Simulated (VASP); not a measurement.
```xyz
1
Lattice="-3.0747 3.0747 3.0747 3.0747 -3.0747 3.0747 3.0747 3.0747 -3.0747" Properties=species:S:1:pos:R:3 pbc="T T T"
Cs     0.0000     0.0000     0.0000
```

All values below come from PBE GGA, VASP's PBE PAW potentials (set 64) (plane waves; VASP). Numerical set-up: 520 eV cut-off, Gaussian smearing of 0.050 eV, potentials Cs_sv.

Question: Give the energies of bands 5 to 7 at the high-symmetry points, in eV from the Fermi level.

Answer: 
```
band      Γ     H     N     P
----  -----  ----  ----  ----
5     -1.68  0.64  0.03  0.97
6      2.47  0.64  0.85  0.97
7      2.47  2.97  1.63  0.97
```

It has no gap at this level: it comes out as a metal or semimetal.

The compound is Cs in the bcc structure. It was relaxed first.
